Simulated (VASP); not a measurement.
A cell of AlN (wurtzite) near equilibrium:

```
CELL_PARAMETERS angstrom
      1.55285    -2.68961     0.00000
      1.55285     2.68961     0.00000
      0.00000     0.00000     4.97388
ATOMIC_POSITIONS crystal
  Al 0.66667 0.33333 0.50007
  Al 0.33333 0.66667 0.00007
  N  0.66667 0.33333 0.88193
  N  0.33333 0.66667 0.38193
```

All values below come from r2SCAN meta-GGA, VASP's PBE PAW potentials (set 64) (plane waves; VASP).

```tsv
run	ΔE (meV/atom)	σxx	σyy	σzz	largest shear component, with its sign (GPa)
as it is	0.0	-0.02	-0.02	0.06	0.00
after one change	26.8	14.84	14.84	13.86	0.00
```
Stress is in GPa, positive when the cell is compressed.

Question: What was changed between the two runs?
A) isotropic strain of -2.0 %
B) uniaxial strain of -2.0 % along x
C) uniaxial strain of +0.5 % along y with the ions relaxed
D) isotropic strain of +1.0 %

Answer: A, isotropic strain of -2.0 %

The compound is AlN in the wurtzite structure.
